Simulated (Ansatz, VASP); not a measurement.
## Pt2F in VASP and in Ansatz

The input INCAR:

```
PREC = Accurate
ENCUT = 600
EDIFF = 1E-6
ISMEAR = -1
SIGMA = 0.05
LREAL = F
LASPH = T
NELM = 80
ALGO = Normal
ISIF = 3
LWAVE = F
LCHARG = F
GGA = PE
IBRION = 2
NSW = 60
EDIFFG = -0.005
PSTRESS = 0
```

KPOINTS

```
Automatic mesh
0
Gamma
  8 8 8
```

The input POSCAR:

```
Pt2F
1.0
    0.0000000000      2.8524300000      2.8524300000
    2.8524300000      0.0000000000      2.8524300000
    2.8524300000      2.8524300000      0.0000000000
Pt F
2 1
Direct
    0.2500000000      0.2500000000      0.2500000000
    0.7500000000      0.7500000000      0.7500000000
    0.0000000000      0.0000000000      0.0000000000
```

The input input.yaml:

```yaml
crystal:
  lattice:
    - [0.0, 2.85243, 2.85243]
    - [2.85243, 0.0, 2.85243]
    - [2.85243, 2.85243, 0.0]
  atoms:
    - { symbol: Pt, position: [0.25, 0.25, 0.25] }
    - { symbol: Pt, position: [0.75, 0.75, 0.75] }
    - { symbol: F, position: [0.0, 0.0, 0.0] }
hamiltonian:
  xc: pbe
  pseudopotentials: { kind: paw }
kpoints:
  mp_grid: { grid: [8, 8, 8] }
scf:
  occupations: { method: fermi_dirac, width: 0.05 }
output:
  forces: true
  stress: true
  eigenvalues: true
  write_density: true
  write_potential: true
  elf: true
  volumetric_format: npy
relax:
  f_tol: 0.01
  max_steps: 40
  cell: { stress_tol: 0.05 }
```

The cell was built by a generator and needn't be a form met in nature.

Alike in both runs: task relaxation of cell and atoms; functional PBE; k mesh 8 × 8 × 8; occupations fermi-dirac, width 0.05 eV; no spin polarisation.

```csv
,VASP,Ansatz
version,VASP 6.6.1,Ansatz 0.2.0
potentials or method,"VASP PAW PBE potentials, release 64 (Pt, F)",Ansatz PAW
plane-wave cutoff (eV),600,420
valence electrons in the cell,27,43
```

```tsv
	VASP	Ansatz	Ansatz less VASP
gap on the k mesh at the Fermi level, each at its own relaxed structure (eV)	none	none	-
relaxed volume (Å³/atom)	15.45	15.49	+0.038
relaxed cell length with the largest relative difference (Å)	4.032	4.035	+0.0033
```

A gap of «none» marks a metal or a gap that the smearing closes. The two sets of potentials don't hold the same shells in valence.

Caveats: an odd number of electrons without spin polarisation forces a metal; a magnetic or distorted state may lie lower; the plane-wave basis is chosen anew once the cell has moved, so the energies of steps on either side of that aren't comparable (Ansatz). The runs have no spin-orbit coupling, so splittings on Pt are missing.
